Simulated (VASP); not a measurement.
The input files of a VASP run:

### POSCAR
```
GaN
2.2320110
  0.0000000000   1.0000001386   1.0000001386
  1.0000001386   0.0000000000   1.0000001386
  1.0000001386   1.0000001386   0.0000000000
Ga N
1 1
Cart
  0.0000000000   0.0000000000   0.0000000000
  0.5000000693   0.5000000693   0.5000000693
```

### KPOINTS
```
Automatic mesh
0
Gamma
11 11 11
0 0 0
```

### INCAR
```
SYSTEM = GaN
PREC = Accurate; ENCUT = 520; LREAL = .FALSE.
LASPH = .TRUE.
EDIFF = 1E-7; NELM = 100; ALGO = Normal
LMAXMIX = 4
ISMEAR = -5
ISIF = 2
LWAVE = .FALSE.; LCHARG = .TRUE.; LORBIT = 11
NEDOS = 601
```

POTCAR, in this order: Ga_d N (LDA.64 set). Program: vasp_std.

**Question.** Translate this LDA calculation to Ansatz.

**Answer.** One equivalent input (not run):
Ansatz 0.2 input:
```yaml
crystal:
  lattice:
    - [0.0000000, 2.2320113, 2.2320113]
    - [2.2320113, 0.0000000, 2.2320113]
    - [2.2320113, 2.2320113, 0.0000000]
  atoms:
    - { symbol: Ga, position: [0.0000000, 0.0000000, 0.0000000] }
    - { symbol: N, position: [0.2500000, 0.2500000, 0.2500000] }
kpoints:
  mp_grid: { grid: [11, 11, 11] }
hamiltonian:
  xc: lda
  pseudopotentials: { kind: paw }
scf:
  occupations: { method: tetrahedron }
  max_iter: 100
output: { forces: true, stress: true, eigenvalues: true }
```
Limits of the translation: each code has its own PAW files, so the cut-off isn't converted (ENCUT is set for VASP's; basis.ecutwfc is left out, and Ansatz then takes the one that its files recommend); Ansatz stops its SCF on the density residual and VASP on the energy change (EDIFF); Ansatz's lda is the Perdew-Wang form, while the LDA potentials of VASP carry Perdew-Zunger's.

The compound is GaN in the zinc blende structure, a metastable form; wurtzite is the usual one. It was relaxed first.
